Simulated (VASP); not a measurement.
Consider the following.

```xyz
4
Lattice="3.4591 0.0000 0.0000 0.0000 3.4591 0.0000 0.0000 0.0000 3.4591" Properties=species:S:1:pos:R:3 pbc="T T T"
Si     0.0000     0.0000     0.0000
Ni     0.0000     1.7296     1.7296
Ni     1.7296     0.0000     1.7296
Ni     1.7296     1.7296     0.0000
```

Computed with PBEsol GGA, VASP's PBE PAW potentials (set 64) (plane waves; VASP). Settings: 480 eV cut-off, 8×8×8 Γ-centred mesh, first-order Methfessel-Paxton smearing of 0.10 eV, potentials Si Ni.

Stress in GPa, positive for a compressed cell; the cube axes lie along x, y and z, and the ions stay on their sites.

```tsv
strain	σxx	σyy	σzz
none	0.49	0.49	0.49
εxx = -1.0 %, εzz = -1.0 %	6.21	4.32	6.21
εyy = +2.0 %	-2.89	-6.26	-2.89
```

Q: Fit C11 and C12 to these rows, and predict the stress for εxx = +3.0 %, εyy = +3.0 %.

A: Least squares on Δσ_i = −C11 ε_i − C12 (ε_j + ε_k) over all components shown gives C11 = 355 GPa and C12 = 182 GPa, and so σxx, σyy, σzz = -15.63, -15.63, -10.45 GPa. The run gave -13.11, -13.11, -9.15 GPa; the difference holds the non-linear terms and numerical noise.

Left out are shears, moved atoms, failed runs and, from the fit, strains over 2.5 %.

The compound is Ni3Si in the L1_2 structure. The run is not spin-polarised, so no magnetic state was tried.
